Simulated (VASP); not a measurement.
Data:

```
W
1.0
   -1.56769     1.56769     1.56769
    1.56769    -1.56769     1.56769
    1.56769     1.56769    -1.56769
W
1
Cartesian
  0.00000   0.00000   0.00000
```

Calculation: r2SCAN+rVV10, VASP's PBE PAW potentials (set 64) (plane waves; VASP 6.6.1). Run with 520 eV cut-off, 16×16×16 Γ-centred mesh, first-order Methfessel-Paxton smearing of 0.10 eV, potentials W_sv.

Q: Give the stress tensor in GPa (positive for a compressed cell).

A: 
```
10.26   0.00   0.00
 0.00  10.26   0.00
 0.00   0.00  10.26
```
The pressure is its mean diagonal, 10.26 GPa.

The compound is W in the bcc structure. This cell is one point of a volume scan, at 0.97 of the reference volume.
